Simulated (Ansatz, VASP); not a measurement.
# Ce3B: VASP beside Ansatz, part 2 of 2

Aim: how closely do two programs agree when they are given the same cell, functional and k mesh? The cell is invented: As first built, before any earlier steps moved the atoms (in the runner's words): it takes the Ce3Al structure with some of its atoms replaced by other elements, volume scaled by an estimate. It may not be a known or stable phase. The cell is taken from a series of VASP runs on this material, whose earlier steps may have relaxed, scaled or displaced it; both programs get it as it stands.

VASP 6.6.1 and Ansatz 0.2.0.

So far: The starting structure; Ansatz: relaxation of cell and atoms, PBE.

In doubt: a part-filled 4f shell, where there is one, can sit in one of many states, so energies may not be the lowest and differences between runs may mislead; derivatives with an open 4f shell can jump between states, which bears on forces and vibrations.

### Step 3. VASP: relaxation of cell and atoms, PBE

Level of this step: PBE, spin-polarised from a ferromagnetic start; plane waves and PAW (Ce, B); invented cell (VASP).

The same cell, functional, mesh and smearing now go to VASP, with its own data sets and cutoff.

Lines of VASP's logs that name or quote its potential files are left out, and so is its time.

Contents of INCAR:

```
SYSTEM = Ce3B
PREC = Accurate
ENCUT = 420
EDIFF = 1E-06
NELM = 100
ISMEAR = -1
SIGMA = 0.05
LREAL = .FALSE.
ALGO = Normal
GGA = PE
ISPIN = 2
MAGMOM = 1 1 1 0
LMAXMIX = 6
LORBIT = 11
LWAVE = .FALSE.
LCHARG = .FALSE.
KPAR = 2
IBRION = 2
NSW = 60
ISIF = 3
EDIFFG = -0.01
```

Contents of POSCAR:

```
Ce3B
1.0
    4.3673661331      0.0000000000      0.0000000000
    0.0000000000      4.3673661331      0.0000000000
    0.0000000000      0.0000000000      4.3673661331
Ce B
3 1
Direct
    0.5000000000      0.5000000000      0.0000000000
    0.5000000000      0.0000000000      0.5000000000
    0.0000000000      0.5000000000      0.5000000000
    0.0000000000      0.0000000000      0.0000000000
```

Contents of KPOINTS:

```
Automatic mesh
0
Gamma
5 5 5
0 0 0
```

PAW data sets: Ce and B (PBE family, release 64).

Launch:

```
mpirun -np 2 vasp_std
```

Numbers of over 12 decimals in the logs are rounded to 6 here.

What it wrote:

```text
[banner, memory and clock lines left out]
running    2 mpi-ranks, on    1 nodes
 distrk:  each k-point on    1 cores,    2 groups
 distr:  one band on    1 cores,    1 groups

 POSCAR found type information on POSCAR CeB
 POSCAR found :  2 types and       4 ions
 LDA part: xc-table for (Slater+PW92), standard interpolation
 POSCAR, INCAR and KPOINTS ok, starting setup
 FFT: planning ... GRIDC
 FFT: planning ... GRID_SOFT
 FFT: planning ... GRID
 WAVECAR not read
 entering main loop
       N       E                     dE             d eps       ncg     rms          rms(c)
DAV:   1     0.407496945091E+03    0.40750E+03   -0.13867E+04  1000   0.169E+03
DAV:   2     0.410373062043E+02   -0.36646E+03   -0.36067E+03  1496   0.356E+02
DAV:   3    -0.202743580060E+02   -0.61312E+02   -0.60689E+02  1640   0.169E+02
DAV:   4    -0.248232558714E+02   -0.45489E+01   -0.44539E+01  1912   0.441E+01
DAV:   5    -0.251920159801E+02   -0.36876E+00   -0.36723E+00  1832   0.123E+01    0.229E+01
DAV:   6    -0.252736098302E+02   -0.81594E-01   -0.46624E+01  1393   0.350E+01    0.123E+01
DAV:   7    -0.239816786163E+02    0.12919E+01   -0.49692E+01  1722   0.395E+01    0.116E+01
DAV:   8    -0.233965747662E+02    0.58510E+00   -0.36829E+00  1725   0.120E+01    0.379E+00
DAV:   9    -0.233528574960E+02    0.43717E-01   -0.98412E-01  1928   0.544E+00    0.991E-01
DAV:  10    -0.233678500610E+02   -0.14993E-01   -0.13024E-01  1944   0.232E+00    0.872E-01
DAV:  11    -0.233713889345E+02   -0.35389E-02   -0.32109E-02  1896   0.102E+00    0.653E-01
DAV:  12    -0.233714075547E+02   -0.18620E-04   -0.14162E-02  1856   0.848E-01    0.282E-01
DAV:  13    -0.233717126399E+02   -0.30509E-03   -0.47050E-03  1864   0.457E-01    0.970E-02
DAV:  14    -0.233718380981E+02   -0.12546E-03   -0.10214E-03  1952   0.192E-01    0.673E-02
DAV:  15    -0.233719672015E+02   -0.12910E-03   -0.76301E-04  1790   0.181E-01    0.644E-02
DAV:  16    -0.233720055270E+02   -0.38326E-04   -0.14151E-04  1920   0.732E-02    0.511E-02
DAV:  17    -0.233720393151E+02   -0.33788E-04   -0.11617E-04  1748   0.646E-02    0.349E-02
DAV:  18    -0.233720526409E+02   -0.13326E-04   -0.48287E-05  1781   0.400E-02    0.205E-02
DAV:  19    -0.233720581084E+02   -0.54675E-05   -0.31620E-05  1654   0.328E-02    0.930E-03
DAV:  20    -0.233720581806E+02   -0.72249E-07   -0.13404E-05  1563   0.226E-02    0.407E-03
DAV:  21    -0.233720584412E+02   -0.26059E-06   -0.24776E-06  1066   0.143E-02
   1 F= -.23372058E+02 E0= -.23323480E+02  d E =-.233721E+02  mag=     0.9298
 curvature:   0.00 expect dE= 0.000E+00 dE for cont linesearch  0.000E+00
 trial: gam= 0.00000 g(F)=  0.000E+00 g(S)=  0.221E-04 ort = 0.000E+00 (trialstep = 0.100E+01)
 search vector abs. value=  0.221E-04
 reached required accuracy - stopping structural energy minimisation
```

Parts of OUTCAR (step 3):

```text
ion  position               nearest neighbor table
   1  0.500  0.500  0.000-   2 3.09   3 3.09   2 3.09   3 3.09   2 3.09   2 3.09   3 3.09   3 3.09

  LATTYP: Found a simple cubic cell.
 ALAT       =     4.3673661331

 Subroutine GETGRP returns: Found 48 space group operations
 (whereof 48 operations were pure point group operations)

The static configuration has the point symmetry O_h .

 Found     10 irreducible k-points:

   k-points           NKPTS =     10   k-points in BZ     NKDIM =     10   number of bands    NBANDS=     25

   dimension x,y,z NGX =    30 NGY =   30 NGZ =   30
   dimension x,y,z NGXF=    60 NGYF=   60 NGZF=   60

   ENCUT  =  420.0 eV  30.87 Ry    5.56 a.u.   7.30  7.30  7.30*2*pi/ulx,y,z

   NELECT =      39.0000    total number of electrons

 k-points in reciprocal lattice and weights: Automatic mesh
   0.00000000  0.00000000  0.00000000       0.008
   0.20000000  0.00000000  0.00000000       0.048
   0.40000000  0.00000000  0.00000000       0.048
   0.20000000  0.20000000  0.00000000       0.096
   0.40000000  0.20000000  0.00000000       0.192
   0.40000000  0.40000000  0.00000000       0.096
   0.20000000  0.20000000  0.20000000       0.064
   0.40000000  0.20000000  0.20000000       0.192
   0.40000000  0.40000000  0.20000000       0.192
   0.40000000  0.40000000  0.40000000       0.064

 average (electrostatic) potential at core
       1 -74.4405       2 -74.4405       3 -74.4405       4 -23.2999

 E-fermi :   9.2232

 spin component 1
 k-point     1 :       0.0000    0.0000    0.0000
  band No.  band energies     occupation
    ...
     19       7.9180      1.00000
     20       9.0666      0.95816
     21       9.0666      0.95816
     22       9.0666      0.95816
     23       9.1571      0.78950
     24       9.7593      0.00002
     25       9.7605      0.00002

 k-point     2 :       0.2000    0.0000    0.0000
  band No.  band energies     occupation
    ...
     19       8.4696      1.00000
     20       9.0747      0.95118
     21       9.0747      0.95118
     22       9.1314      0.86245
     23       9.1652      0.76110
     24       9.6432      0.00022
     25       9.7945      0.00001

 k-point     3 :       0.4000    0.0000    0.0000
  band No.  band energies     occupation
    ...
     15       7.7212      1.00000
     16       7.8040      1.00000
     17       8.1006      1.00000
     18       8.1006      1.00000
     19       9.0773      0.94872
     20       9.3227      0.12012
     21       9.4363      0.01389
     22       9.4363      0.01389
     23       9.4401      0.01290
     24       9.6933      0.00008
    ...

 k-point     4 :       0.2000    0.2000    0.0000
  band No.  band energies     occupation
    ...
     16       7.6772      1.00000
     17       7.9480      1.00000
     18       8.2633      1.00000
     19       8.3352      1.00000
     20       8.7302      0.99995
     21       9.4045      0.02590
     22       9.4109      0.02287
     23       9.4742      0.00656
     24       9.6349      0.00027
     25       9.7060      0.00006

 k-point     5 :       0.4000    0.2000    0.0000
  band No.  band energies     occupation
    ...
     16       7.9791      1.00000
     17       8.0093      1.00000
     18       8.3514      1.00000
     19       9.0724      0.95326
     20       9.1780      0.71159
     21       9.4126      0.02212
     22       9.5485      0.00149
     23       9.5845      0.00073
     24       9.6816      0.00010
     25       9.7707      0.00002

 k-point     6 :       0.4000    0.4000    0.0000
  band No.  band energies     occupation
    ...
     16       8.1440      1.00000
     17       8.3640      1.00000
     18       9.0640      0.96022
     19       9.0862      0.93936
     20       9.1931      0.64599
     21       9.2266      0.48289
     22       9.3264      0.11260
     23       9.7226      0.00005
     24       9.7364      0.00003
     25       9.8411      0.00000

  Total       -0.0247361     -0.0247361     -0.0247361     -0.0000000     -0.0000000      0.0000000
  in kB       -0.4757555     -0.4757555     -0.4757555     -0.0000000     -0.0000000      0.0000000
  external PRESSURE =      -0.4757555 kB  Pullay stress =       0.0000000 kB

  energy-cutoff  :      420.00
  volume of cell :       83.30
      direct lattice vectors                 reciprocal lattice vectors
     4.367366133  0.000000000  0.000000000     0.228970956  0.000000000  0.000000000
     0.000000000  4.367366133  0.000000000     0.000000000  0.228970956  0.000000000
     0.000000000  0.000000000  4.367366133     0.000000000  0.000000000  0.228970956

 POSITION                                       TOTAL-FORCE (eV/Angst)
 -----------------------------------------------------------------------------------
      2.18368      2.18368      0.00000         0.000000      0.000000      0.000000
      2.18368      0.00000      2.18368         0.000000      0.000000      0.000000
      0.00000      2.18368      2.18368         0.000000      0.000000      0.000000
      0.00000      0.00000      0.00000         0.000000      0.000000      0.000000
 -----------------------------------------------------------------------------------
    total drift:                                0.000000      0.000000     -0.000000

  FREE ENERGIE OF THE ION-ELECTRON SYSTEM (eV)
  ---------------------------------------------------
  free  energy   TOTEN  =       -23.3720584412 eV

  energy  without entropy=      -23.2749024215  energy(sigma->0) =      -23.32348043

 reached required accuracy - stopping structural energy minimisation

 total charge
# of ion       s       p       d       f       tot
--------------------------------------------------
    1        2.054   5.583   1.346   1.059  10.042
    2        2.054   5.583   1.346   1.059  10.042
    3        2.054   5.583   1.346   1.059  10.042
    4        0.699   0.819   0.000   0.000   1.518
--------------------------------------------------
tot          6.861  17.569   4.037   3.176  31.643

 magnetization (x)
# of ion       s       p       d       f       tot
--------------------------------------------------
    1        0.002   0.001   0.042   0.234   0.279
    2        0.002   0.001   0.042   0.234   0.279
    3        0.002   0.001   0.042   0.234   0.279
    4       -0.002  -0.014   0.000   0.000  -0.016
--------------------------------------------------
tot          0.005  -0.012   0.126   0.701   0.820

[... 6 further parts left out ...]
```

CONTCAR:

```
Ce3B
   1.00000000000000
     4.3673661331000000    0.0000000000000000    0.0000000000000000
     0.0000000000000000    4.3673661331000000    0.0000000000000000
     0.0000000000000000    0.0000000000000000    4.3673661331000000
  Ce              B
     3     1
Direct
     0.5000000000000000    0.5000000000000000    0.0000000000000000
     0.5000000000000000    0.0000000000000000    0.5000000000000000
     0.0000000000000000    0.5000000000000000    0.5000000000000000
     0.0000000000000000    0.0000000000000000    0.0000000000000000
```

### Step 4. Comparison

Known differences besides the potentials themselves: both relaxations stop at a tolerance, which leaves soft axes loose, and VASP keeps its plane-wave basis; VASP leaves aspherical gradient terms in its spheres out (LASPH is not set), Ansatz keeps them; Ansatz adds a Pulay correction to the stress that steers its cell, VASP none; site moments are counted in spheres of each program's own size. Total energies have different zeros and are not compared.

Both answers:

```csv
quantity,Ansatz,VASP,difference
volume (Å³),84.00,83.30,+0.83 %
"edge a after relaxation, in the typed setting (Å)",4.379,4.367,+0.27 %
total moment (μB),1.33,0.93,+0.40
moment on Ce1 (μB),0.39,0.28,+0.11
moment on Ce2 (μB),0.39,0.28,+0.11
moment on Ce3 (μB),0.39,0.28,+0.11
```

By their total or site moments the two runs ended in different magnetic states; the other differences may follow from that, so they don't measure the programs' precision. The walks stopped with 0.01 GPa left in Ansatz and -0.05 GPa in VASP; each walk ends within a tolerance, so the volume difference is uncertain by about these residues over the bulk modulus, most in soft cells.

### Step 5. Results

```yaml
difference_in_total_moment_relaxation_of_cell_and_atoms_pbe: 0.40 μB
```

**Reading.** The difference in total moment is 0.40 μB (relaxation of cell and atoms, PBE). The runs of the relaxation of cell and atoms, PBE pair ended with unlike moments, so it says little about numerical agreement. How closely two codes agree says nothing of how well the functional describes the real material.

[Lines on the potential files, build, host, timing and source positions are cut from VASP's logs without a mark.]

[Logs are printed without paths, hosts, clocks, repeated set-up lines and the standing remarks that a program may print on its own settings, such as how far it seeks lower states.]

[Hosts, paths, dates, database ids (printed as entryN), source tags and the programs' standing remarks are cut or masked in the printed files.]
